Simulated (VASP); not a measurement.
A VASP calculation is set up with these files.

File POSCAR:
```
Au3Pd
4.0263450
  1.0000000430   0.0000000000   0.0000000000
  0.0000000000   1.0000000430   0.0000000000
  0.0000000000   0.0000000000   1.0000000430
Pd Au
1 3
Direct
  0.0000000000   0.0000000000   0.0000000000
  0.5000000000   0.5000000000   0.0000000000
  0.5000000000   0.0000000000   0.5000000000
  0.0000000000   0.5000000000   0.5000000000
```

KPOINTS:
```
Automatic
0
G
  9 9 9
0 0 0
```

### INCAR
```
# general
SYSTEM  = Au3Pd
PREC    = Accurate
ENCUT   = 400
LREAL   = F
LASPH   = T

# electronic loop
EDIFF   = 1E-7
NELM    = 100
ALGO    = Normal
LMAXMIX = 6

# smearing
ISMEAR  = -5

# functional
GGA     = PS

# ions
ISIF    = 2

# output
LWAVE   = F
LCHARG  = T
LORBIT  = 11
NEDOS   = 601

# other
LEFG    = T
```

POTCAR, in this order: Pd Au (PBE.64 set). Program: vasp_std.

Problem. Translate this PBEsol calculation to Quantum ESPRESSO's pw.x.

Solution. One equivalent input (not run):
```
&CONTROL
  calculation = 'scf'
  pseudo_dir = './pseudo'
  outdir = './out'
  tprnfor = .true.
  tstress = .true.
/
&SYSTEM
  ibrav = 0
  nat = 4
  ntyp = 2
  ecutwfc = 82
  occupations = 'tetrahedra'
  input_dft = 'pbesol'
/
&ELECTRONS
  conv_thr = 7.3e-09
  electron_maxstep = 100
/
ATOMIC_SPECIES
  Pd 106.420 Pd.upf
  Au 196.967 Au.upf
CELL_PARAMETERS angstrom
     4.0263452    0.0000000    0.0000000
    -0.0000000    4.0263452   -0.0000000
     0.0000000   -0.0000000    4.0263452
ATOMIC_POSITIONS crystal
  Pd   0.0000000  0.0000000  0.0000000
  Au   0.5000000  0.5000000  0.0000000
  Au   0.5000000  0.0000000  0.5000000
  Au   0.0000000  0.5000000  0.5000000
K_POINTS automatic
  9 9 9 0 0 0
```
What does not carry over: the potentials are each code's own (VASP's PAW set, PseudoDojo norm-conserving files in pw.x), so ENCUT and ecutwfc are chosen apart and not converted; conv_thr bounds pw.x's estimated SCF error, while EDIFF bounds the energy change between steps; the field gradients of LEFG aren't asked of the other code.

The structure was generated: Au3Pd was put into an ordered model structure (Pm-3m), which need not be its known phase. It was relaxed first.
